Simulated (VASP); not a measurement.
```
Ni3Si
1.0
    3.45852     0.00000     0.00000
    0.00000     3.45852     0.00000
    0.00000     0.00000     3.45852
Si Ni
1 3
Direct
  0.00000   0.00000   0.00000
  0.00000   0.50000   0.50000
  0.50000   0.00000   0.50000
  0.50000   0.50000   0.00000
```

Level of theory: r2SCAN+rVV10, VASP's PBE PAW potentials (set 64) (plane waves; VASP). Run with 520 eV cut-off, 10×10×10 Γ-centred mesh, tetrahedra with Blöchl corrections, potentials Si Ni.

Problem. Estimate the energy per atom (σ→0), band gap (over mesh and band path) with the smallest direct gap where there is one.

Solution. 
- band gap (over mesh and band path) = none (metal, semimetal or under 0.01 eV)
- energy per atom (σ→0) = -11.409 eV/atom

Total energies compare only between runs with the same potentials, cut-off and functional.

The compound is Ni3Si in the L1_2 structure. It was relaxed first. The run is not spin-polarised, so no magnetic state was tried.
